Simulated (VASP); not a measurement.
Here is a VASP 6.6.1 calculation.

INCAR

```
SYSTEM = H8SO6
  ALGO = Fast
  EDIFF = 1E-6
  ENCUT = 520
  GGA = PE
  ISIF = 2
  ISMEAR = -1
  IVDW = 12
  LASPH = .TRUE.
  LCHARG = .FALSE.
  LREAL = Auto
  LWAVE = .FALSE.
  NBANDS = 38
  NELM = 100
  PREC = Accurate
  SIGMA = 0.02
```

File KPOINTS:

```
k-points
0
G
  1 1 1
  0 0 0
```

Contents of POSCAR:

```
H8SO6
1.0
    5.5891800000      0.0000000000      0.0000000000
    0.0000000000      5.5891800000      0.0000000000
    0.0000000000      0.0000000000      5.5891800000
O H S
6 8 1
Direct
    0.8053775330      0.0035425590      0.3119420022
    0.2242547207      0.1176737911      0.4566680622
    0.2788423347      0.6592559195      0.4675998984
    0.5000017892      0.3228738384      1.0745046679
    0.6482167330      0.7981671730      0.8275990396
    1.0304552725      0.6340643887      0.9105808008
    0.9776389381      0.0484149732      0.3778192866
    0.7318604876     -0.0275711285      0.4784064925
    0.2395879181      0.0821229590      0.6423661432
    0.2912412912     -0.0346025714      0.3926515160
    0.2972886899      0.5044926089      0.3931703756
    0.3505165337      0.6466780458      0.6189101085
    0.6200730698      0.1947870707      1.1214525208
    0.4455930924      0.2760691193      0.9129067233
    0.7901337942      0.6517771838      1.0057826014
```

Potentials or basis: VASP PAW PBE potentials, release 64 (O, H, S).

Launch:

```bash
$ cat potpaw_PBE.64/O/POTCAR potpaw_PBE.64/H/POTCAR potpaw_PBE.64/S/POTCAR > POTCAR
$ mpirun -np 1 vasp_gam > vasp.out
```

Estimate the pressure.

-1.3 GPa.

What does it give for the band gap on the k mesh?

3.38 eV, direct.

Forces on the atoms (eV/Å):
```
O    0.129 -0.032  2.145
O    0.439 -0.513  3.294
O   -0.359 -0.007 -1.735
O    0.346 -0.936 -0.745
O   -0.114 -0.815  1.268
O    0.624 -0.999  0.661
H   -0.934 -0.013 -0.820
H    0.367 -0.083 -1.827
H   -0.497  0.493 -2.969
H   -0.087  0.164  0.187
H    0.125 -0.113 -0.376
H    0.789 -0.050  1.750
H   -0.540  0.434  0.204
H    0.095  0.095  0.587
S   -0.383  2.376 -1.624
```

Expect the measured gap to be larger: semilocal functionals such as PBE lack the derivative discontinuity.
